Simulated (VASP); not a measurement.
Data:

```
PdGe
1.0
    0.00000     2.72640     2.72640
    2.72640     0.00000     2.72640
    2.72640     2.72640     0.00000
Ge Pd
1 1
Direct
  0.00000   0.00000   0.00000
  0.50000   0.50000   0.50000
```

These are r2SCAN meta-GGA, VASP's PBE PAW potentials (set 64) (plane waves; VASP) values and carry that method's errors. Numerical set-up: 400 eV cut-off, 10×10×10 Γ-centred mesh, first-order Methfessel-Paxton smearing of 0.10 eV, potentials Ge_d Pd.

Energy and stress use the plane-wave basis of the starting cell.

Q: The ions, cell shape and volume are relaxed. Predict the relaxed structure.

A: 
```
PdGe
1.0
    0.00000     2.58285     2.58285
    2.58285     0.00000     2.58285
    2.58285     2.58285     0.00000
Ge Pd
1 1
Direct
  0.00000   0.00000   0.00000
  0.50000   0.50000   0.50000
```
Space group Fm-3m (225), at a tolerance of 0.03 Å.

Q: How do energy and volume change from the first to the last step?

A: The energy (σ→0) changes by -151.0 meV/atom and the volume by -15.0 %, in 6 ionic steps.

The structure was generated: GePd was put into the rocksalt type (Fm-3m), which need not be its known phase. This run relaxes it. Symmetry was kept, so distortions that lower it aren't found.
